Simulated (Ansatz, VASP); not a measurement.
# AlN: VASP beside Ansatz, part 2 of 3

Aim: how closely do two programs agree when they are given the same cell, functional and k mesh? The cell is taken from a series of runs on this material, whose earlier steps may have relaxed, scaled, displaced or heated it; both programs get it as it stands.

VASP 6.6.1 and Ansatz 0.2.0.

So far: The starting structure; VASP: zone-centre phonons, LDA, pair 1.

## (3) Ansatz: zone-centre phonons, LDA, pair 1

Level of this step: Ansatz beside VASP: Kohn-Sham DFT, plane waves, LDA (Ansatz).

Ansatz runs on its PAW soft_1 files.

The same cell, functional (in two slightly different forms) and mesh now go to Ansatz, which takes its cutoff from its data sets.

input.yaml reads:

```yaml
crystal:
  lattice:
    - [0.0, 2.1854228066, 2.1854228066]
    - [2.1854228066, 0.0, 2.1854228066]
    - [2.1854228066, 2.1854228066, 0.0]
  atoms:
    - { symbol: "N", position: [0.25, 0.25, 0.25] }
    - { symbol: Al, position: [0.0, 0.0, 0.0] }
kpoints:
  mp_grid: { grid: [12, 12, 12] }
hamiltonian:
  xc: lda
  pseudopotentials: { kind: paw, azcp: { folder: soft_1 }, xc_functional: pbe }
scf:
  occupations: { method: fixed }
output:
  eigenvalues: true
phonons:
  method: dfpt
  dielectric: true
  rigid_motions: translations
```

Run with:

```bash
ansatz run input.yaml --threads 4 --pin off --max-ram 10240MiB --backend cpu --events-out ev --progress --plain --runs-dir out
```

Numbers of over 12 decimals in the logs are rounded to 6 here.

Output:

```text
Engine: ansatz 0.2.0, x86_64-unknown-linux-gnu
Pseudopotentials: kind: paw
Pseudopotential: N, paw, valence charge 5, recommended cutoff 420 eV (normal), soft_1/N.paw.azcp
Pseudopotential: Al, paw, valence charge 3, recommended cutoff 420 eV (normal), soft_1/Al.paw.azcp
Functional definition: SPW92
  exchange = slater_x
  correlation = pw_c
Crystal: 2 atoms, lattice volume = 20.875 Å³
Basis set: ecut = 420 eV, 411 PW (Γ), exchange–correlation on 48×48×48 points (8 copies of the dense FFT grid, shifted against one another)
Bands: 8, of which v1, the nominal top of the filled ones, is band 4 counted from 1 (3 counted from 0)
Symmetry: 24 space group operations
k-points: 280 of 1728 (irreducible under 4 space group operations, time reversal used)
Non-local potential: N, projectors of the file, l = 0: 2, l = 1: 2, l = 2: 1
Non-local potential: Al, projectors of the file, l = 0: 2, l = 1: 2, l = 2: 1
PAW form: soft (Blöchl's): semilocal exchange-correlation on the pseudo side does not see the compensation charge
PAW frozen core: N, regenerated for the run's functional, and the local potential with it (the file was generated under x = pbe(κ = 0.804, μ = 0.219515), c = pbe(β = 0.066725))
PAW frozen core: Al, regenerated for the run's functional, and the local potential with it (the file was generated under x = pbe(κ = 0.804, μ = 0.219515), c = pbe(β = 0.066725))
PAW one-centre angular grid: N, 110 points (default); XC on 64 Gauss nodes
PAW one-centre angular grid: Al, 110 points (default); XC on 64 Gauss nodes
Initial density: superposition of atomic densities (chi_scale 0.1, normalization cell, long waves kept (reshape's long-wave potential 0.00 eV rms))
Initial wavefunctions: pseudopotential atomic-orbital guess
Functional: x = slater, c = lda
SCF iter   1: F=—  HF=-891.277285 eV  |F-HF|=—  |Δ(HF+E_count)|=         —  Δρ=1.33e-1  dr2=4.55e0  ethr=3.10e-3  ⟨swp⟩=4.1  Hψ=14619  notcnv=0  defer=12
preconditioner: auto → none  [insulator: Δε(μ)=5.571 eV  Ē_g=16.398 eV  n_scr=0 (ndim 8)  ℏωp=23.0 eV  f_vac=0.000  ε∞_Penn≈3.0]
SCF iter   2: F=—  HF=-890.058587 eV  |F-HF|=—  |Δ(HF+E_count)|=    1.22e0  Δρ=7.77e-2  dr2=7.80e-1  ethr=3.10e-3  ⟨swp⟩=2.8  Hψ=7004  notcnv=0  defer=394
SCF iter   3: F=—  HF=-889.826096 eV  |F-HF|=—  |Δ(HF+E_count)|=   2.32e-1  Δρ=2.19e-2  dr2=5.25e-2  ethr=3.10e-3  ⟨swp⟩=2.3  Hψ=4892  notcnv=0  defer=463
SCF iter   4: F=—  HF=-889.806034 eV  |F-HF|=—  |Δ(HF+E_count)|=   2.01e-2  Δρ=9.02e-4  dr2=5.42e-5  ethr=6.56e-4  ⟨swp⟩=2.0  Hψ=3216  notcnv=0  defer=558
SCF iter   5: F=—  HF=-889.806002 eV  |F-HF|=—  |Δ(HF+E_count)|=   3.20e-5  Δρ=2.79e-4  dr2=5.80e-6  ethr=6.77e-7  ⟨swp⟩=2.0  Hψ=3355  notcnv=0  defer=546
SCF iter   6: F=—  HF=-889.805998 eV  |F-HF|=—  |Δ(HF+E_count)|=   3.66e-6  Δρ=2.51e-5  dr2=6.08e-8  ethr=7.25e-8  ⟨swp⟩=2.0  Hψ=3355  notcnv=0  defer=16
SCF iter   7: F=—  HF=-889.805998 eV  |F-HF|=—  |Δ(HF+E_count)|=   2.04e-8  Δρ=4.26e-6  dr2=1.56e-9  ethr=7.59e-10  ⟨swp⟩=2.0  Hψ=3134  notcnv=0  defer=8
SCF iter   8: F=-889.805998 eV  HF=-889.805998 eV  |F-HF|=4.55e-13  |Δ(HF+E_count)|=  1.19e-10  Δρ=1.55e-7  dr2=1.96e-12  ethr=1.25e-12  ⟨swp⟩=5.8  Hψ=10209  notcnv=0
SCF 1 converged in 8 iterations: F = -889.805998 eV  dr2 = 1.96e-12
  greatest PAW one-centre occupation: 0.782 electrons in one spin orbital (limit 2), on the N atom at site 0 (counted from 0), in its partial waves of l = 0
NSCF: frozen V_eff on 1 k-points
DFPT response loops at Γ: preconditioner auto → none (the input reference at scf.mixing.eps_inf says where Resta's filter doesn't serve); β = 0.50; Broyden in place of MSR1
SCF converged after 8 iterations
Free energy (F): -889.805998 eV
Harris-Foulkes:  -889.805998 eV  (|F-HF|=4.55e-13)
Internal energy: -889.805998 eV  (E = F + TS)
E sigma→0 (E₀):  -889.805998 eV
Fermi energy:    6.648091 eV
--- Per-component energies (eV) ---
  E_band       = 13.151797
  E_kinetic    = 155.921205
  E_local      = -209.904300  (includes V_loc(G=0)·N_el)
  E_nonlocal   = 46.576588
  E_hartree    = 76.238419
  E_xc         = -97.855497
  E_vxc        = -106.493793  (∫ρ·V_xc dr)
  E_paw        = -564.509390  (= ΣΔE_a)
  E_vpaw       = -25.425534  (= ΣTr[D̂ρ^β])
  E_aug_tail   = 0.000796  (compensation charges beyond the density's cutoff)
  E_ewald      = -296.409579
  E_core_change = 0.135761  (= ΣΔE_core)
  E_smearing   = -0.000000  (= −TS)
  E_closure    = -0.000000  (closes the sum)
  Σ components = -889.805998   (vs F -889.805998, Δ=0.00e0)
--- Band table (eV; the first three rows and the last of 280) ---
  k-point 0: bands = ["-8.1513", "6.6481", "6.6481", "6.6481", "10.8581", "18.9836", "18.9836", "18.9836"]
  k-point 1: bands = ["-8.0476", "6.0643", "6.6116", "6.6116", "11.3326", "18.7091", "19.0830", "19.0830"]
  k-point 2: bands = ["-7.7468", "4.8054", "6.5154", "6.5154", "12.2464", "18.0905", "19.1488", "19.1488"]
  k-point 279: bands = ["-5.3296", "2.8365", "3.1865", "3.9362", "12.6055", "17.8748", "18.4620", "18.5975"]
--- Phonons (Γ-DFPT): 2 representative perturbations + reference, on 280 of 1728 k-points (Σ response iterations 6) ---
  k mesh reduced under 4 symmetry operations, with k and −k counted as one. Each operation leaves every solved perturbation unchanged. A smaller set is not considered because the run solves the response to a homogeneous field
  ASR residual: 6.181e-5 → 0.000e0 eV/Å²; symmetrization residual: 2.723e-7 eV/Å²
  ASR residual per site (eV/Å²): 6.18e-5 2.32e-5
  Γ frequencies (cm⁻¹): 0.00 0.00 0.00 646.21 646.21 646.21
  ε∞ (high-frequency dielectric tensor):
        4.573174     0.000000    -0.000000
       -0.000000     4.573174     0.000000
       -0.000000    -0.000000     4.573174
  ε⁰ (static dielectric tensor: ions relaxed, cell fixed):
        8.544670     0.000000     0.000000
       -0.000000     8.544670     0.000000
        0.000000     0.000000     8.544670
  ε⁰ − ε∞ (ionic part):
        3.971496     0.000000     0.000000
        0.000000     3.971496     0.000000
        0.000000     0.000000     3.971496
  softest optical mode at Γ: 646.21 cm⁻¹; the repairs (sum rule, projections) moved no ω² at Γ by more than (1.11 cm⁻¹)²
  Born effective charges Z* (e; rows j = field, columns β = displacement):
    site 0:
        -2.54703    0.00000   -0.00000
        -0.00000   -2.54703   -0.00000
        -0.00000    0.00000   -2.54703
    site 1:
         2.54703   -0.00000    0.00000
         0.00000    2.54703    0.00000
         0.00000    0.00000    2.54703
  Z* charge neutrality: 8.611e-6 e pre-enforcement
  k-mesh period / interband length: 37.1 Å / 1.73 Å = 21.49 at k = (0.0000, 0.0000, 0.0000), direct gap 4.210 eV — 14 or more, which is no proof of convergence
  optical modes at Γ without the LO–TO term, one row a degenerate level:
      ω (cm⁻¹)  modes    IR ((D/Å)²/amu)
        646.21      3            48.6969
  optical modes at Γ + LO–TO along q̂ = [1.0000, 0.0000, 0.0000]:
      ω (cm⁻¹)  modes    IR ((D/Å)²/amu)
        646.21      2            32.4646
        883.31      1            16.2323
  optical modes at Γ + LO–TO along q̂ = [0.0000, 1.0000, 0.0000]:
      ω (cm⁻¹)  modes    IR ((D/Å)²/amu)
        646.21      2            32.4646
        883.31      1            16.2323
  optical modes at Γ + LO–TO along q̂ = [0.0000, 0.0000, 1.0000]:
      ω (cm⁻¹)  modes    IR ((D/Å)²/amu)
        646.21      2            32.4646
        883.31      1            16.2323
```

## (4) Comparison

Known differences besides the potentials themselves: the two LDA forms differ slightly; fixed occupations in Ansatz, narrow Gaussian smearing in VASP; the cutoff is 420 eV in Ansatz and 600 eV in VASP; VASP's log shows a relativistic correction to its local exchange, Ansatz's none. Total energies have different zeros and are not compared.

The two programs side by side:

```tsv
quantity	Ansatz	VASP	difference
ε∞ xx	4.57	4.57	+0.02 %
ε∞ yy	4.57	4.57	+0.02 %
ε∞ zz	4.57	4.57	+0.02 %
Born charge of N1 (mean of the diagonal) (e)	-2.55	-2.53	-0.01
Born charge of Al2 (mean of the diagonal) (e)	2.55	2.53	+0.01
optical mode 1 to 3 (cm⁻¹)	646.2	651.7	-0.84 %
```

Modes are paired by rising frequency, not by their patterns, so a pair may set unlike modes beside each other; they are those without the splitting of longitudinal modes.

## (5) Ansatz: zone-centre phonons, LDA, pair 2

Second derivatives magnify differences that forces hide, and they need a tight electronic threshold. The cell compared in this pair holds 21.28 Å³, against 20.88 Å³ for the pair before.

The cell is taken from a series of runs on this material, whose earlier steps may have relaxed, scaled, displaced or heated it; both programs get it as it stands.

input.yaml, the sections that differ from step 3:

```yaml
crystal:
  lattice:
    - [0.0, 2.1996142614, 2.1996142614]
    - [2.1996142614, 0.0, 2.1996142614]
    - [2.1996142614, 2.1996142614, 0.0]
  atoms:
    - { symbol: "N", position: [0.25, 0.25, 0.25] }
    - { symbol: Al, position: [0.0, 0.0, 0.0] }
# kpoints, hamiltonian, scf, output, phonons: as in step 3
```

Output:

```text
[...]
Crystal: 2 atoms, lattice volume = 21.285 Å³
Basis set: ecut = 420 eV, 411 PW (Γ), exchange–correlation on 48×48×48 points (8 copies of the dense FFT grid, shifted against one another)
Bands: 8, of which v1, the nominal top of the filled ones, is band 4 counted from 1 (3 counted from 0)
Symmetry: 24 space group operations
k-points: 280 of 1728 (irreducible under 4 space group operations, time reversal used)
[...]
optical modes at Γ + LO–TO along q̂ = [1.0000, 0.0000, 0.0000]:
      ω (cm⁻¹)  modes    IR ((D/Å)²/amu)
[...]
optical modes at Γ + LO–TO along q̂ = [0.0000, 1.0000, 0.0000]:
      ω (cm⁻¹)  modes    IR ((D/Å)²/amu)
        628.09      2            32.5313
        864.93      1            16.2656
  optical modes at Γ + LO–TO along q̂ = [0.0000, 0.0000, 1.0000]:
      ω (cm⁻¹)  modes    IR ((D/Å)²/amu)
        628.09      2            32.5313
        864.93      1            16.2656
[key lines of the parts left out:]
SCF converged after 8 iterations
Free energy (F): -889.791058 eV
Fermi energy:    6.448003 eV
```

## (6) VASP: zone-centre phonons, LDA, pair 2

The same cell, functional (in two slightly different forms) and mesh now go to VASP, with its own data sets.

INCAR reads:

```
SYSTEM = AlN
PREC = Accurate
ENCUT = 600
EDIFF = 1E-08
NELM = 120
ISMEAR = 0
SIGMA = 0.01
LREAL = .FALSE.
ALGO = Normal
GGA = CA
NBANDS = 10
LORBIT = 11
LWAVE = .FALSE.
LCHARG = .FALSE.
ISIF = 2
IBRION = 8
LEPSILON = .TRUE.
LASPH = .TRUE.
GGA_COMPAT = .FALSE.
EFERMI = MIDGAP
KPAR = 2
```

POSCAR reads:

```
AlN
1.0
    0.0000000000      2.1996142614      2.1996142614
    2.1996142614      0.0000000000      2.1996142614
    2.1996142614      2.1996142614      0.0000000000
N Al
1 1
Direct
    0.2500000000      0.2500000000      0.2500000000
    0.0000000000      0.0000000000      0.0000000000
```

KPOINTS reads:

```
Automatic mesh
0
Gamma
12 12 12
0 0 0
```

The projector-augmented-wave data sets are N and Al (LDA family, release 64).

Run with:

```bash
mpirun -np 2 vasp_std
```

Output:

```text
[... set-up lines as in an earlier step ...]
 entering main loop
       N       E                     dE             d eps       ncg     rms          rms(c)
DAV:   1     0.114269423880E+02    0.11427E+02   -0.43188E+03  1488   0.760E+02
DAV:   2    -0.179769247480E+02   -0.29404E+02   -0.28019E+02  1728   0.137E+02
DAV:   3    -0.188383871879E+02   -0.86146E+00   -0.86046E+00  1688   0.229E+01
DAV:   4    -0.188422721494E+02   -0.38850E-02   -0.38848E-02  1604   0.185E+00
[...]
DAV:  11    -0.163593936319E+02    0.17844E-05   -0.15058E-06  1618   0.104E-02    0.928E-03
DAV:  12    -0.163593936146E+02    0.17338E-07   -0.46956E-08  1672   0.185E-03    0.126E-03
DAV:  13    -0.163593936091E+02    0.54171E-08   -0.22540E-08  1098   0.989E-04
   1 F= -.16359394E+02 E0= -.16359394E+02  d E =0.000000E+00
 Linear response reoptimize wavefunctions to high precision
DAV:   1    -0.163593936092E+02   -0.38483E-10   -0.34146E-10  1022   0.187E-04
 Linear response G [H, r] |phi>, progress :
  Direction:   1
       N       E                     dE             d eps       ncg     rms
[...]
force on displaced ion       1 direction 1 : -13.594  -0.000  -0.000
 Born effective charge ion    1 direction 1 :  -2.535   0.000   0.000
 Linear response progress:
  Degree of freedom:   2/  2
       N       E                     dE             d eps       ncg     rms          rms(c)
RMM:   1    -0.585487419696E-02   -0.58549E-02   -0.35832E-03 13166   0.678E-01
RMM:   2    -0.529210898758E-02    0.56277E-03   -0.21353E-04  8636   0.116E-01    0.853E-02
RMM:   3    -0.519521249362E-02    0.96896E-04   -0.40192E-05  9006   0.475E-02    0.463E-02
RMM:   4    -0.520037793113E-02   -0.51654E-05   -0.30882E-05  8953   0.448E-02    0.755E-03
RMM:   5    -0.519938172580E-02    0.99621E-06   -0.14368E-06  9124   0.692E-03    0.716E-04
RMM:   6    -0.519822358189E-02    0.11581E-05    0.93407E-08  9216   0.616E-04    0.321E-04
RMM:   7    -0.519725436215E-02    0.96922E-06    0.12664E-07  9258   0.374E-04    0.271E-05
RMM:   8    -0.519727896985E-02   -0.24608E-07    0.15473E-08  9464   0.379E-05    0.991E-06
RMM:   9    -0.519727344743E-02    0.55224E-08    0.19874E-08  9742   0.120E-05    0.752E-07
 first order change of Fermi-energy   0.34814E-04
 force on displaced ion       2 direction 1 : -13.596   0.000   0.000
 Born effective charge ion    2 direction 1 :   2.535   0.000   0.000
 Born effective charges drift removed
 Linear response finished
```

OUTCAR, selected parts (step 6):

```text
  Total       -0.9551453     -0.9551453     -0.9551453      0.0000000      0.0000000      0.0000000
  in kB      -71.8969507    -71.8969507    -71.8969507      0.0000000      0.0000000      0.0000000
  external PRESSURE =     -71.8969507 kB  Pullay stress =       0.0000000 kB

 POSITION                                       TOTAL-FORCE (eV/Angst)
 -----------------------------------------------------------------------------------
      1.09981      1.09981      1.09981         0.000000      0.000000      0.000000
      0.00000      0.00000      0.00000        -0.000000     -0.000000     -0.000000
 -----------------------------------------------------------------------------------
    total drift:                               -0.000000     -0.000000     -0.000000

 MACROSCOPIC STATIC DIELECTRIC TENSOR (including local field effects in DFT)
 ------------------------------------------------------
           4.608384    -0.000000    -0.000000
          -0.000000     4.608384    -0.000000
          -0.000000     0.000000     4.608384
 ------------------------------------------------------

 MACROSCOPIC STATIC DIELECTRIC TENSOR IONIC CONTRIBUTION
 ------------------------------------------------------
           4.019389     0.000000    -0.000000
           0.000000     4.019389    -0.000000
          -0.000000    -0.000000     4.019389
 ------------------------------------------------------

[... 1 part as in an earlier step ...]

[... 1 further part left out ...]
```

## (7) Differences

Compared:

```tsv
quantity	Ansatz	VASP	difference
ε∞ xx	4.61	4.61	+0.02 %
ε∞ yy	4.61	4.61	+0.02 %
ε∞ zz	4.61	4.61	+0.02 %
Born charge of N1 (mean of the diagonal) (e)	-2.55	-2.54	-0.01
Born charge of Al2 (mean of the diagonal) (e)	2.55	2.54	+0.01
optical mode 1 to 3 (cm⁻¹)	628.1	633.3	-0.82 %
```

Modes are paired by rising frequency, not by their patterns, so a pair may set unlike modes beside each other; they are those without the splitting of longitudinal modes.

## (8) Ansatz: zone-centre phonons, LDA, pair 3

Second derivatives magnify differences that forces hide, and they need a tight electronic threshold. The cell compared in this pair holds 21.69 Å³, against 21.28 Å³ for the pair before.

The cell is taken from a series of runs on this material, whose earlier steps may have relaxed, scaled, displaced or heated it; both programs get it as it stands.

input.yaml, the sections that differ from step 5:

```yaml
crystal:
  lattice:
    - [0.0, 2.213624921, 2.213624921]
    - [2.213624921, 0.0, 2.213624921]
    - [2.213624921, 2.213624921, 0.0]
  atoms:
    - { symbol: "N", position: [0.25, 0.25, 0.25] }
    - { symbol: Al, position: [0.0, 0.0, 0.0] }
# kpoints, hamiltonian, scf, output, phonons: as in step 5
```

Run with:

```bash
ansatz run input.yaml --threads 4 --pin off --max-ram 10240MiB --backend cpu --events-out ev --progress --plain --runs-dir out
```

Output:

```text
[...]
Crystal: 2 atoms, lattice volume = 21.694 Å³
Basis set: ecut = 420 eV, 411 PW (Γ), exchange–correlation on 48×48×48 points (8 copies of the dense FFT grid, shifted against one another)
Bands: 8, of which v1, the nominal top of the filled ones, is band 4 counted from 1 (3 counted from 0)
Symmetry: 24 space group operations
k-points: 280 of 1728 (irreducible under 4 space group operations, time reversal used)
[...]
optical modes at Γ + LO–TO along q̂ = [1.0000, 0.0000, 0.0000]:
      ω (cm⁻¹)  modes    IR ((D/Å)²/amu)
[...]
optical modes at Γ + LO–TO along q̂ = [0.0000, 1.0000, 0.0000]:
      ω (cm⁻¹)  modes    IR ((D/Å)²/amu)
        610.60      2            32.5975
        847.13      1            16.2988
  optical modes at Γ + LO–TO along q̂ = [0.0000, 0.0000, 1.0000]:
      ω (cm⁻¹)  modes    IR ((D/Å)²/amu)
        610.60      2            32.5975
        847.13      1            16.2988
[key lines of the parts left out:]
SCF converged after 8 iterations
Free energy (F): -889.767297 eV
Fermi energy:    6.254940 eV
```

[end of part 2 of 3]

[Lines on the potential files, build, host, timing and source positions are cut from VASP's logs without a mark.]

[Logs are printed without paths, hosts, clocks, repeated set-up lines and the standing remarks that a program may print on its own settings, such as how far it seeks lower states.]

[Hosts, paths, dates, database ids (printed as entryN), source tags and the programs' standing remarks are cut or masked in the printed files.]
